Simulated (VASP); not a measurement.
Consider the following.

```
Tm
1.0
    1.77821    -3.07996     0.00000
    1.77821     3.07996     0.00000
    0.00000     0.00000     5.52227
Tm
2
Cartesian
  1.77821   1.02665   1.38057
  1.77821  -1.02665   4.14170
```

Method: r2SCAN meta-GGA with spin-orbit coupling, VASP's PBE PAW potentials (set 64) (plane waves; VASP). Numerical set-up: 400 eV cut-off, 11×11×6 Γ-centred mesh, Gaussian smearing of 0.050 eV, potentials Tm_3.

The 4f electrons are frozen in the core of the lanthanide potential, so 4f levels, which can set the real gap, and their magnetism are missing.

Task: Give the energies of bands 13 to 25 at the high-symmetry points, in eV from the Fermi level.

Result: 
```json
[
 {"band": "13", "Γ": "-5.93", "M": "-2.23", "K": "-1.04", "A": "-4.20", "L": "-2.05", "H": "-0.58"},
 {"band": "14", "Γ": "-5.93", "M": "-2.23", "K": "-1.04", "A": "-4.20", "L": "-2.05", "H": "-0.58"},
 {"band": "15", "Γ": "-2.31", "M": "-1.40", "K": "-0.85", "A": "-4.20", "L": "-2.05", "H": "-0.52"},
 {"band": "16", "Γ": "-2.31", "M": "-1.40", "K": "-0.85", "A": "-4.20", "L": "-2.05", "H": "-0.52"},
 {"band": "17", "Γ": "0.81", "M": "-0.89", "K": "-0.75", "A": "1.25", "L": "0.11", "H": "-0.47"},
 {"band": "18", "Γ": "0.81", "M": "-0.89", "K": "-0.75", "A": "1.25", "L": "0.11", "H": "-0.47"},
 {"band": "19", "Γ": "2.10", "M": "-0.34", "K": "-0.64", "A": "1.25", "L": "0.11", "H": "-0.43"},
 {"band": "20", "Γ": "2.10", "M": "-0.34", "K": "-0.64", "A": "1.25", "L": "0.11", "H": "-0.43"},
 {"band": "21", "Γ": "2.38", "M": "1.70", "K": "1.33", "A": "2.05", "L": "1.47", "H": "0.30"},
 {"band": "22", "Γ": "2.38", "M": "1.70", "K": "1.33", "A": "2.05", "L": "1.47", "H": "0.30"},
 {"band": "23", "Γ": "2.71", "M": "1.89", "K": "1.41", "A": "2.05", "L": "1.47", "H": "0.47"},
 {"band": "24", "Γ": "2.71", "M": "1.89", "K": "1.41", "A": "2.05", "L": "1.47", "H": "0.47"},
 {"band": "25", "Γ": "2.86", "M": "2.60", "K": "2.91", "A": "2.25", "L": "3.45", "H": "3.40"}
]
```

It has no gap at this level: it comes out as a metal or semimetal.

The compound is Tm in the hcp structure. It was relaxed first.
